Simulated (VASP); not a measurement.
Calculation: PBE GGA + U (Dudarev), VASP's PBE PAW potentials (set 64) (plane waves; VASP).

Input for VASP

File KPOINTS:
```
Regular mesh
0
G
11 11 11
```

File POSCAR:
```
TiCo
3.0259830
  1.0000000000   0.0000000000   0.0000000000
  0.0000000000   1.0140774089   0.0000000000
  0.0000000000   0.0000000000   1.0160483387
Ti Co
1 1
Cartesian
  0.0000000000   0.0000000000   0.0000000000
  0.5240180000   0.5070387044   0.5080241693
```

**INCAR**
```
# general
SYSTEM    = TiCo
PREC      = Accurate
ENCUT     = 400   # plane-wave cut-off (eV)
LREAL     = .False.
LASPH     = .True.   # aspherical one-centre terms

# electronic loop
EDIFF     = 1E-6   # SCF stop (eV)
NELM      = 100   # most electronic steps
ALGO      = Normal
LMAXMIX   = 4   # l cut-off of mixed one-centre charges

# smearing
ISMEAR    = 1   # Methfessel-Paxton
SIGMA     = 0.1

# functional
GGA       = PE

# DFT+U
LDAU      = .True.
LDAUTYPE  = 2
LDAUL     = 2 2
LDAUU     = 3.0 3.0
LDAUJ     = 0 0
LDAUPRINT = 1

# ions
ISIF      = 2

# output
LWAVE     = .False.
LCHARG    = .False.
LORBIT    = 10
```

POTCAR, in this order: Ti_sv Co (PBE.64 set). Program: vasp_std.

The run wrote:

OSZICAR:
```
       N       E                     dE             d eps       ncg     rms          rms(c)
DAV:   1     0.138270408282E+03    0.13827E+03   -0.89885E+03  6056   0.155E+03
DAV:   2    -0.588713725501E+01   -0.14416E+03   -0.14165E+03  6192   0.374E+02
DAV:   3    -0.134111239173E+02   -0.75240E+01   -0.74836E+01  9138   0.998E+01
DAV:   4    -0.136286495797E+02   -0.21753E+00   -0.21720E+00  7514   0.138E+01
DAV:   5    -0.136357929514E+02   -0.71434E-02   -0.71431E-02  8846   0.228E+00    0.111E+01
DAV:   6    -0.135039721764E+02    0.13182E+00   -0.32520E+01  9758   0.529E+01    0.239E+01
DAV:   7    -0.120236723360E+02    0.14803E+01   -0.54573E+01  8992   0.763E+01    0.108E+01
DAV:   8    -0.106441137240E+02    0.13796E+01   -0.50533E+00  8732   0.275E+01    0.275E+00
DAV:   9    -0.105860607974E+02    0.58053E-01   -0.17293E+00  8928   0.104E+01    0.284E+00
DAV:  10    -0.105523038409E+02    0.33757E-01   -0.53122E-01  9218   0.844E+00    0.873E-01
DAV:  11    -0.105484334682E+02    0.38704E-02   -0.69680E-02  9744   0.275E+00    0.393E-01
DAV:  12    -0.105473364406E+02    0.10970E-02   -0.27829E-03  9146   0.526E-01    0.186E-01
DAV:  13    -0.105471410053E+02    0.19544E-03   -0.10389E-03  9500   0.273E-01    0.371E-02
DAV:  14    -0.105471360706E+02    0.49346E-05   -0.32654E-05  6708   0.634E-02    0.266E-02
DAV:  15    -0.105471335127E+02    0.25579E-05   -0.36573E-05  9726   0.556E-02    0.561E-03
DAV:  16    -0.105471334022E+02    0.11046E-06   -0.18966E-06  3958   0.139E-02
   1 F= -.10547133E+02 E0= -.10547248E+02  d E =0.343810E-03
```

**OUTCAR**
```
------------------------ aborting loop because EDIFF is reached ----------------------------------------
  FORCE on cell =-STRESS in cart. coord.  units (eV):
  Direction    XX          YY          ZZ          XY          YZ          ZX
  --------------------------------------------------------------------------------------
  Total       -2.1275210     -1.9724936     -2.0021820      0.0000000      0.0000000      0.0000000
  in kB     -119.3986742   -110.6983755   -112.3645219      0.0000000      0.0000000      0.0000000
  external PRESSURE =    -114.1538572 kB  Pullay stress =       0.0000000 kB
  volume of cell :       28.55
      direct lattice vectors                 reciprocal lattice vectors
     3.025983000  0.000000000  0.000000000     0.330471123  0.000000000  0.000000000
     0.000000000  3.068581000  0.000000000     0.000000000  0.325883527  0.000000000
     0.000000000  0.000000000  3.074545000     0.000000000  0.000000000  0.325251379
 POSITION                                       TOTAL-FORCE (eV/Angst)
 -----------------------------------------------------------------------------------
      0.00000      0.00000      0.00000         0.241285      0.000000      0.000000
      1.58567      1.53429      1.53727        -0.241285      0.000000      0.000000
 -----------------------------------------------------------------------------------
    total drift:                                0.000021     -0.000000     -0.000002
  FREE ENERGIE OF THE ION-ELECTRON SYSTEM (eV)
  ---------------------------------------------------
  free  energy   TOTEN  =       -10.5471334022 eV

  energy  without entropy=      -10.5474772120  energy(sigma->0) =      -10.54724801

 total charge

# of ion       s       p       d       tot
------------------------------------------
    1        2.242   6.172   1.656  10.070
    2        0.484   0.406   7.432   8.323
--------------------------------------------------
tot          2.727   6.578   9.088  18.393
```
(Selected blocks of OUTCAR.)

OUTCAR:
```
 val. band max:        9.2177143225   @ k =   0.0909   0.4545   0.0909

 cond. band min:       9.2302315711   @ k =   0.0000   0.4545   0.0909


 Fermi energy:         9.2243442492

 k-point     1 :       0.0000    0.0000    0.0000
  band No.  band energies     occupation
      1     -49.1570      2.00000
      2     -25.2407      2.00000
      3     -25.2389      2.00000
      4     -25.2269      2.00000
      5       1.7083      2.00000
      6       5.8299      2.00000
      7       5.8934      2.00000
      8       7.5294      2.00000
      9       7.5557      2.00000
     10       7.5605      2.00000
     11       9.9648     -0.00000
     12      10.0947     -0.00000
     13      11.6031      0.00000
     14      11.6083      0.00000

 k-point     2 :       0.0909    0.0000    0.0000
  band No.  band energies     occupation
      1     -49.1552      2.00000
      2     -25.2462      2.00000
      3     -25.2393      2.00000
      4     -25.2374      2.00000
      5       1.8643      2.00000
      6       5.8985      2.00000
      7       5.9559      2.00000
      8       7.5390      2.00000
      9       7.5438      2.00000
     10       7.5554      2.00000
     11       9.9978     -0.00000
     12      10.0219     -0.00000
     13      11.4054      0.00000
     14      11.4098      0.00000

 k-point     3 :       0.1818    0.0000    0.0000
  band No.  band energies     occupation
      1     -49.1503      2.00000
      2     -25.2978      2.00000
      3     -25.2354      2.00000
      4     -25.2335      2.00000
      5       2.3203      2.00000
      6       6.0978      2.00000
      7       6.1114      2.00000
      8       7.4958      2.00000
      9       7.5004      2.00000
     10       7.6272      2.00000
     11       9.8068     -0.00000
     12      10.0671     -0.00000
     13      10.9371     -0.00000
     14      10.9458     -0.00000

 k-point     4 :       0.2727    0.0000    0.0000
  band No.  band energies     occupation
...
```

The compound is TiCo in the CsCl type structure. The cell was not relaxed at this level, atoms are displaced from their ideal sites. The run is one of a series of settings (LDAU = .TRUE., LDAUJ = 0 0, LDAUL = 2 2, LDAUTYPE = 2, LDAUU = 3.0 3.0 against the base run), some of them coarse on purpose. The run is not spin-polarised, so no magnetic state was tried. The electron count is odd and the run is not spin-polarised, which forces a metal.
